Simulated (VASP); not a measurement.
Given:

```xyz
4
Lattice="2.2458 1.2966 7.9282 -2.2458 1.2966 7.9282 0.0000 -2.5933 7.9282" Properties=species:S:1:pos:R:3 pbc="T T T"
Tl     0.0000     0.0000     0.0000
Sb     0.0000     0.0000    11.8923
Te     0.0000     0.0000     5.6898
Te     0.0000     0.0000    18.0948
```

All values below come from PBE GGA, VASP's PBE PAW potentials (set 64) (plane waves; VASP). Settings: 400 eV cut-off, 5×5×5 Γ-centred mesh, Gaussian smearing of 0.050 eV, potentials Tl_d Sb Te.

Unless said otherwise, spin-orbit coupling is left out, though it shifts the bands of the heavy elements here.

Task: Predict the energy per atom (σ→0), band gap (on the k-mesh) with the smallest direct gap where there is one.

Result: 
```json
{
  "band gap (on the k-mesh)": "0.17 eV",
  "smallest direct gap (on the k-mesh)": "0.17 eV",
  "energy per atom (σ→0)": "-3.396 eV/atom"
}
```

Total energies compare only between runs with the same potentials, cut-off and functional.

The structure comes from a computed database's TlSbTe2 entry (R-3m); how it stands against other phases isn't given here. It was relaxed first.
